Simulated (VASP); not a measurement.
Runs of VASP 6.6.1 on Cl2. The cell holds a molecule in a box, 2 atoms: a = 10.000 Å, b = 10.500 Å, c = 11.000 Å, α = 90.00°, β = 90.00°, γ = 90.00°. 

```tsv
level	potentials or basis	cutoff (eV)	gap on the mesh (eV)
LDA	VASP PAW LDA potentials, release 64 (Cl)	520	3.08
PBEsol	VASP PAW PBE potentials, release 64 (Cl)	500	3.12
PBEsol	VASP PAW PBE potentials, release 64 (Cl)	400	3.12
RPBE	VASP PAW PBE potentials, release 64 (Cl)	520	(a)
PBEsol	VASP PAW PBE potentials, release 64 (Cl)	520	3.12
```

Alike in all rows: task relaxation of the atoms; no spin polarisation; cell atoms relaxed; k mesh 1 × 1 × 1; smearing gaussian 0.02 eV.

Task: Fill in the values left out.

Result: (a) 3.05.

Runs at the PBE level aren't shown here.
